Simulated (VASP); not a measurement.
A convergence study with VASP on SnO₂ (rutile): one setting is varied, all else stays as given below, so the limit is that of these other settings.

```xyz
6
Lattice="4.7400 0.0000 0.0000 0.0000 4.7400 0.0000 0.0000 0.0000 3.1900" Properties=species:S:1:pos:R:3 pbc="T T T"
Sn     0.0000     0.0000     0.0000
Sn     2.3700     2.3700     1.5950
O      1.4552     1.4552     0.0000
O      3.8252     0.9148     1.5950
O      0.9148     3.8252     1.5950
O      3.2848     3.2848     0.0000
```

These are PBE GGA, VASP's PBE PAW potentials (set 64) (plane waves; VASP) values and carry that method's errors. The tightest run used: 700 eV cut-off, 10×10×16 Γ-centred mesh, Gaussian smearing of 0.050 eV, potentials Sn_d O.

Problem. The settings run are 1×1×1 mesh; 1×1×2 mesh; 2×2×3 mesh; 2×2×4 mesh; 3×3×5 mesh; 4×4×6 mesh; 4×4×7 mesh; 5×5×8 mesh; 6×6×9 mesh; 6×6×10 mesh; 7×7×11 mesh; 8×8×12 mesh; 8×8×13 mesh; 9×9×14 mesh; 9×9×15 mesh; 10×10×16 mesh. From which on does the energy per atom stay within 0.005 eV/atom of the tightest run?

Solution. From 3×3×5 mesh on: it is off by 0.0011 there and by no more than 0.005 in any finer run, while 2×2×4 mesh is off by 0.0064.
| setting | E (eV/atom) | pressure (GPa) | largest force (eV/Å) | irreducible k-points | difference judged (eV/atom) |
|---|---|---|---|---|---|
| 1×1×1 mesh | -4.6260 | 12.85 | 0.276 | 1 | 1.5731 |
| 1×1×2 mesh | -6.0497 | 6.62 | 0.160 | 2 | 0.1495 |
| 2×2×3 mesh | -6.1832 | 10.73 | 0.255 | 6 | 0.0160 |
| 2×2×4 mesh | -6.1927 | 10.79 | 0.243 | 9 | 0.0064 |
| 3×3×5 mesh | -6.1981 | 10.99 | 0.264 | 9 | 0.0011 |
| 4×4×6 mesh | -6.1989 | 11.04 | 0.265 | 24 | 0.0002 |
| 4×4×7 mesh | -6.1990 | 11.04 | 0.265 | 24 | 0.0002 |
| 5×5×8 mesh | -6.1991 | 11.05 | 0.265 | 30 | 0.0000 |
| 6×6×9 mesh | -6.1991 | 11.06 | 0.265 | 50 | 0.0000 |
| 6×6×10 mesh | -6.1991 | 11.06 | 0.265 | 60 | 0.0000 |
| 7×7×11 mesh | -6.1991 | 11.06 | 0.265 | 60 | 0.0000 |
| 8×8×12 mesh | -6.1991 | 11.06 | 0.265 | 105 | 0.0000 |
| 8×8×13 mesh | -6.1991 | 11.06 | 0.265 | 105 | 0.0000 |
| 9×9×14 mesh | -6.1991 | 11.06 | 0.265 | 120 | 0.0000 |
| 9×9×15 mesh | -6.1991 | 11.06 | 0.265 | 120 | 0.0000 |
| 10×10×16 mesh | -6.1991 | 11.06 | 0.265 | 189 | 0.0000 |

Left out are rungs that failed or repeat a setting and relaxations that didn't move; long series are thinned to 24 rows.

The compound is SnO2 in the rutile structure. The cell was not relaxed at this level, forces remain on its atoms.
